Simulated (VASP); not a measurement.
VASP runs on CsPbBr₃ (space group Pm-3m) share one base input (PBE GGA, plane waves, VASP's PBE PAW potentials (set 64)) and change the settings named in each case.

INCAR:
```
LCHARG = .FALSE.
LWAVE = .FALSE.
ISIF = 2   ! forces and stress, cell fixed
SYSTEM = CsPbBr3
LMAXMIX = 4
ISMEAR = -1   ! Fermi-Dirac
EDIFF = 1E-6   ! SCF stop (eV)
LASPH = .TRUE.   ! aspherical one-centre terms
ENCUT = 300
ALGO = Normal   ! blocked Davidson
NELM = 100
SIGMA = 0.01
LREAL = .FALSE.   ! projection in real space or not
GGA = PE   ! PBE
PREC = Accurate
```

**KPOINTS**
```
Automatic mesh
0
Gamma
3 3 3
0 0 0
```

POSCAR:
```
CsPbBr3
1.0
  5.8700000000   0.0000000000   0.0000000000
  0.0000000000   5.8700000000   0.0000000000
  0.0000000000   0.0000000000   5.8700000000
Cs Pb Br
1 1 3
direct
  0.0000000000   0.0000000000   0.0000000000
  0.5000000000   0.5000000000   0.5000000000
  0.5000000000   0.0000000000   0.5000000000
  0.0000000000   0.5000000000   0.5000000000
  0.5000000000   0.5000000000   0.0000000000
```

POTCAR, in this order: Cs_sv Pb_d Br (PBE.64 set). Program: vasp_std.

| change | E(σ→0) (eV/atom) | pressure (GPa) |
|---|---|---|
| base run | -3.1918 | 1.02 |
| GGA removed, POTCAR Cs_sv Pb_d Br (LDA.64 set) | -3.5889 | -1.56 |
| GGA_COMPAT = .FALSE., LNONCOLLINEAR = .TRUE., LSORBIT = .TRUE., MAGMOM = 0.0 0.0 0.0 0.0 0.0 0.0 0.0 0.0 0.0 0.0 0.0 0.0 0.0 0.0 0.0, program vasp_ncl | -3.3157 | 0.93 |
| KPOINTS 8×8×8 Γ-centred mesh | -3.1673 | ___ |

Task: What belongs in the gaps?

Result: 
- KPOINTS 8×8×8 Γ-centred mesh, pressure (GPa): 1.32

Energies of different potentials or functionals have different zeros.  Unless said otherwise, spin-orbit coupling is left out, though it shifts the bands of the heavy elements here. At 300 eV the pressure can carry a Pulay error.

Left out are runs that ran out of time, are held back, or changed the cell or the kind of run, fixed moments of cells without a moment, rows past the twelfth, gaps on odd meshes, pressures of charged cells and columns that move by less than the noise.

The structure is a typed CsPbBr3 crystal (Pm-3m). The cell was not relaxed at this level.
